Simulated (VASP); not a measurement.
Consider the following.

```
CELL_PARAMETERS angstrom
      0.00000     2.65461     2.65461
      2.65461     0.00000     2.65461
      2.65461     2.65461     0.00000
ATOMIC_POSITIONS crystal
  Si 0.00000 0.00000 0.00000
  Si 0.25000 0.25000 0.25000
```

Level of theory: PBE GGA with D3 dispersion (Becke-Johnson damping), VASP's PBE PAW potentials (set 64) (plane waves; VASP). Settings: 520 eV cut-off, 8×8×8 Γ-centred mesh, Gaussian smearing of 0.050 eV, potentials Si.

Problem. The job: Si (diamond), 2 atoms, PBE-D3(BJ), static run, 520 eV, 8×8×8 Γ-centred mesh. Roughly how much core time does it take on a busy server core?

Solution. About 6 core-seconds (one run on a shared machine, a rough figure). It had 29 irreducible k-points, 8 bands, up to 1036 plane waves and 13 electronic steps.

The compound is Si in the diamond structure. This cell is one point of a volume scan, at 0.94 of the reference volume.
